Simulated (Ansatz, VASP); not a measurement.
## TePd in VASP and in Ansatz

```
CELL_PARAMETERS angstrom
4.18201 0.00000 0.00000
-2.09100 3.62172 0.00000
0.00000 0.00000 5.73800
ATOMIC_POSITIONS crystal
Te 0.33333 0.66667 0.25000
Te 0.66667 0.33333 0.75000
Pd 0.00000 0.00000 0.00000
Pd 0.00000 0.00000 0.50000
```

Alike in both runs: task electric field gradients; functional PBEsol; k mesh 9 × 9 × 6; occupations fermi-dirac, width 0.05 eV; no spin polarisation.

|  | VASP | Ansatz |
| --- | --- | --- |
| version | VASP 6.6.1 | Ansatz 0.2.0 |
| potentials or method | VASP PAW PBE potentials, release 64 (Te, Pd), cutoff 520 eV | all-electron PAW with datasets made for the crystal, scalar-relativistic |

|  | VASP | Ansatz | Ansatz less VASP |
| --- | --- | --- | --- |
| pressure (GPa) | -3.6 | -3.6 | +0.05 |
| largest component of the traceless stress (GPa) | 0.82 | 0.81 | -0.003 |
| Vzz of the field gradient on the site that differs most (V/Å²) | -25.8 | -24.8 | +1.03 |

Ansatz ran all-electron here, so the differences hold the error of VASP's frozen core and of both bases. Ansatz warned: «gradients_without_spin_orbit».

Caveats: the PAW data sets were made with another functional, which shifts forces and pressure a little (VASP). The runs have no spin-orbit coupling, so splittings on Te are missing.
